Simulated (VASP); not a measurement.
All values below come from AM05 GGA, VASP's PBE PAW potentials (set 64) (plane waves; VASP).

A VASP calculation is set up with these files.

File KPOINTS:
```
kpoints
0
gamma
  8 8 8
```

POSCAR:
```
KBr
4.7187670
  0.0000000000   0.7071068262   0.7071068262
  0.7071068262   0.0000000000   0.7071068262
  0.7071068262   0.7071068262   0.0000000000
K Br
1 1
Direct
  0.0000000000   0.0000000000   0.0000000000
  0.5000000000   0.5000000000   0.5000000000
```

INCAR:
```
NELM = 100   # most electronic steps
LWAVE = .FALSE.
GGA = AM
EDIFF = 1E-7   # SCF stop (eV)
ENCUT = 520   # plane-wave cut-off (eV)
ALGO = Normal
SYSTEM = KBr
LASPH = .TRUE.   # aspherical one-centre terms
ISMEAR = -5
PREC = Accurate
LREAL = .FALSE.   # projection in real space or not
LCHARG = .TRUE.
NEDOS = 601   # DOS grid
LORBIT = 11   # lm-projected
ISIF = 2
LMAXMIX = 4   # l cut-off of mixed one-centre charges
```

POTCAR, in this order: K_sv Br (PBE.64 set). Program: vasp_std.

Output of the run:

File OSZICAR:
```
       N       E                     dE             d eps       ncg     rms          rms(c)
DAV:   1     0.102313630714E+03    0.10231E+03   -0.69890E+03   696   0.117E+03
DAV:   2     0.280548563861E+00   -0.10203E+03   -0.96144E+02   864   0.262E+02
DAV:   3    -0.604052323169E+01   -0.63211E+01   -0.62923E+01   888   0.603E+01
DAV:   4    -0.630461653484E+01   -0.26409E+00   -0.26378E+00  1244   0.105E+01
DAV:   5    -0.630583833224E+01   -0.12218E-02   -0.12218E-02   896   0.777E-01    0.288E+00
DAV:   6    -0.612672371547E+01    0.17911E+00   -0.31094E-01   828   0.295E+00    0.211E+00
DAV:   7    -0.612051576687E+01    0.62079E-02   -0.14599E-01   892   0.223E+00    0.107E+00
DAV:   8    -0.613442984037E+01   -0.13914E-01   -0.20403E-02   820   0.116E+00    0.152E-01
DAV:   9    -0.613527100860E+01   -0.84117E-03   -0.11488E-03   916   0.225E-01    0.979E-02
DAV:  10    -0.613616075775E+01   -0.88975E-03   -0.13126E-03   772   0.249E-01    0.324E-02
DAV:  11    -0.613616978911E+01   -0.90314E-05   -0.34646E-05  1076   0.323E-02    0.761E-03
DAV:  12    -0.613618041129E+01   -0.10622E-04   -0.10491E-05   820   0.252E-02    0.784E-03
DAV:  13    -0.613618249438E+01   -0.20831E-05   -0.31795E-06   856   0.119E-02    0.109E-03
DAV:  14    -0.613618280825E+01   -0.31387E-06   -0.61169E-07   836   0.582E-03    0.331E-04
DAV:  15    -0.613618280606E+01    0.21932E-08   -0.10439E-08   672   0.104E-03
   1 F= -.61361828E+01 E0= -.61361828E+01  d E =0.000000E+00
```

OUTCAR:
```
------------------------ aborting loop because EDIFF is reached ----------------------------------------
  FORCE on cell =-STRESS in cart. coord.  units (eV):
  Direction    XX          YY          ZZ          XY          YZ          ZX
  --------------------------------------------------------------------------------------
  Total        0.0057109      0.0057109      0.0057109      0.0000000     -0.0000000      0.0000000
  in kB        0.1231538      0.1231538      0.1231538      0.0000000     -0.0000000      0.0000000
  external PRESSURE =       0.1231538 kB  Pullay stress =       0.0000000 kB
  volume of cell :       74.30
      direct lattice vectors                 reciprocal lattice vectors
     0.000000000  3.336672357  3.336672357    -0.149849894  0.149849894  0.149849894
     3.336672357  0.000000000  3.336672357     0.149849894 -0.149849894  0.149849894
     3.336672357  3.336672357  0.000000000     0.149849894  0.149849894 -0.149849894
  FREE ENERGIE OF THE ION-ELECTRON SYSTEM (eV)
  ---------------------------------------------------
  free  energy   TOTEN  =        -6.1361828061 eV

  energy  without entropy=       -6.1361828061  energy(sigma->0) =       -6.13618281

 total charge

# of ion       s       p       d       tot
------------------------------------------
    1        1.956   5.572   0.023   7.550
    2        1.587   3.293   0.001   4.880
--------------------------------------------------
tot          3.543   8.865   0.023  12.431
```
(Selected blocks of OUTCAR.)

The compound is KBr in the rock salt structure. It was relaxed first.
